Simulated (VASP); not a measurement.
Output of a VASP run:

**OSZICAR**
```
       N       E                     dE             d eps       ncg     rms          rms(c)
DAV:   1     0.179022728507E+02    0.17902E+02   -0.42088E+03  5452   0.109E+03
DAV:   2    -0.689767801160E+01   -0.24800E+02   -0.23512E+02  5256   0.130E+02
DAV:   3    -0.721136176186E+01   -0.31368E+00   -0.31309E+00  5898   0.200E+01
DAV:   4    -0.721282371670E+01   -0.14620E-02   -0.14618E-02  5679   0.128E+00
DAV:   5    -0.721283741331E+01   -0.13697E-04   -0.13696E-04  5612   0.112E-01    0.116E+01
DAV:   6    -0.623685461466E+01    0.97598E+00   -0.12392E+01  5517   0.571E+01    0.513E+00
DAV:   7    -0.617367723852E+01    0.63177E-01   -0.73444E-01  5508   0.136E+01    0.311E+00
DAV:   8    -0.616623573605E+01    0.74415E-02   -0.53110E-03  6552   0.633E-01    0.141E+00
DAV:   9    -0.615880401121E+01    0.74317E-02   -0.52597E-03  6631   0.566E-01    0.362E-01
DAV:  10    -0.615875702080E+01    0.46990E-04   -0.80465E-04  6432   0.302E-01    0.117E-01
DAV:  11    -0.615874352047E+01    0.13500E-04   -0.75147E-05  5485   0.124E-01    0.349E-02
DAV:  12    -0.615874310800E+01    0.41247E-06   -0.19609E-06  4881   0.237E-02
   1 F= -.61587431E+01 E0= -.61586672E+01  d E =-.615874E+01  mag=     2.1026
       N       E                     dE             d eps       ncg     rms          rms(c)
DAV:   1    -0.615966897947E+01   -0.92546E-03   -0.21982E-02  5438   0.264E+00    0.297E-01
DAV:   2    -0.615878272727E+01    0.88625E-03   -0.94572E-03  5484   0.147E+00    0.246E-01
DAV:   3    -0.615871593384E+01    0.66793E-04   -0.48610E-04  5567   0.355E-01    0.971E-02
DAV:   4    -0.615870724775E+01    0.86861E-05   -0.55702E-06  5516   0.380E-02    0.208E-02
DAV:   5    -0.615870012243E+01    0.71253E-05   -0.11310E-05  5650   0.317E-02    0.302E-03
DAV:   6    -0.615869996057E+01    0.16186E-06   -0.16070E-07  2644   0.432E-03
   2 F= -.61587000E+01 E0= -.61586092E+01  d E =0.431474E-04  mag=     2.0968
       N       E                     dE             d eps       ncg     rms          rms(c)
DAV:   1    -0.615926914387E+01   -0.56902E-03   -0.11630E-02  5432   0.192E+00    0.217E-01
DAV:   2    -0.615880448475E+01    0.46466E-03   -0.51588E-03  5481   0.108E+00    0.183E-01
DAV:   3    -0.615876072467E+01    0.43760E-04   -0.28276E-04  5538   0.269E-01    0.712E-02
DAV:   4    -0.615875474385E+01    0.59808E-05   -0.33103E-06  5430   0.295E-02    0.155E-02
DAV:   5    -0.615874928972E+01    0.54541E-05   -0.59780E-06  5426   0.245E-02    0.222E-03
DAV:   6    -0.615874947142E+01   -0.18171E-06   -0.11305E-07  2621   0.357E-03
   3 F= -.61587495E+01 E0= -.61586702E+01  d E =-.636342E-05  mag=     2.1008
```

**OUTCAR**
```
------------------------ aborting loop because EDIFF is reached ----------------------------------------
  FORCE on cell =-STRESS in cart. coord.  units (eV):
  Direction    XX          YY          ZZ          XY          YZ          ZX
  --------------------------------------------------------------------------------------
  Total        0.0016055      0.0016055      0.0016055     -0.0000000     -0.0000000      0.0000000
  in kB        0.2332028      0.2332028      0.2332028     -0.0000000     -0.0000000      0.0000000
  external PRESSURE =       0.2332028 kB  Pullay stress =       0.0000000 kB
  volume of cell :       11.03
      direct lattice vectors                 reciprocal lattice vectors
    -1.402313665  1.402313665  1.402313665     0.000000000  0.356553610  0.356553610
     1.402313665 -1.402313665  1.402313665     0.356553610  0.000000000  0.356553610
     1.402313665  1.402313665 -1.402313665     0.356553610  0.356553610  0.000000000
 POSITION                                       TOTAL-FORCE (eV/Angst)
 -----------------------------------------------------------------------------------
      0.00000     -0.00000      0.00000         0.000000     -0.000000      0.000000
 -----------------------------------------------------------------------------------
    total drift:                                0.000000     -0.000000      0.000000
  FREE ENERGIE OF THE ION-ELECTRON SYSTEM (eV)
  ---------------------------------------------------
  free  energy   TOTEN  =        -6.1587494714 eV

  energy  without entropy=       -6.1585115545  energy(sigma->0) =       -6.15867017

 total charge

# of ion       s       p       d       tot
------------------------------------------
    1        0.501   0.561   6.282   7.345

 magnetization (x)

# of ion       s       p       d       tot
------------------------------------------
    1       -0.013  -0.046   2.142   2.083

 reached required accuracy - stopping structural energy minimisation
```
(Selected blocks of OUTCAR.)

POSCAR:
```
Fe
1
   -1.4027658453     1.4027658453     1.4027658453
    1.4027658453    -1.4027658453     1.4027658453
    1.4027658453     1.4027658453    -1.4027658453
Fe
1
Direct
  0.0000000000   0.0000000000   0.0000000000
```

Task: Reconstruct the remaining input files.

Result: Several could match; the one computed here: the input of the run itself, rev-vdW-DF2, plane waves, VASP's PBE PAW potentials (set 64).

### KPOINTS
```
Automatic
0
G
  16 16 16
```

**INCAR**
```
SYSTEM  =  Fe
PREC  =  Accurate; ENCUT  =  520; LREAL  =  .FALSE.
LASPH  =  .TRUE.
EDIFF  =  1E-6; NELM  =  100; ALGO  =  Normal
LMAXMIX  =  4
ISMEAR  =  1; SIGMA  =  0.1
GGA  =  MK; LUSE_VDW  =  .TRUE.; AGGAC  =  0.0
PARAM1  =  0.1234568; PARAM2  =  0.7114; ZAB_VDW  =  -1.8867
ISPIN  =  2; MAGMOM  =  2.1
IBRION  =  2; NSW  =  60; ISIF  =  3
EDIFFG  =  -0.01
LWAVE  =  .FALSE.; LCHARG  =  .FALSE.; LORBIT  =  10
```

POTCAR, in this order: Fe (PBE.64 set). Program: vasp_std.

The compound is Fe in the bcc structure. This run relaxes it. Symmetry was kept, so distortions that lower it aren't found. The start is the result of an earlier pass.
